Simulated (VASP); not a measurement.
```xyz
2
Lattice="0.0000 3.1259 3.1259 3.1259 0.0000 3.1259 3.1259 3.1259 0.0000" Properties=species:S:1:pos:R:3 pbc="T T T"
K      0.0000     0.0000     0.0000
Cl     3.1259     3.1259     3.1259
```

These are PBE GGA, VASP's PBE PAW potentials (set 64) (plane waves; VASP) values and carry that method's errors. Numerical set-up: 520 eV cut-off, 7×7×7 Γ-centred mesh, Gaussian smearing of 0.050 eV, potentials K_sv Cl.

**Question.** Give the stress tensor in GPa (positive for a compressed cell).

**Answer.** 
```
1.19  0.00  0.00
0.00  1.19  0.00
0.00  0.00  1.19
```
The pressure is its mean diagonal, 1.19 GPa.

The compound is KCl in the rock salt structure. This cell is one point of a volume scan, at 0.94 of the reference volume.
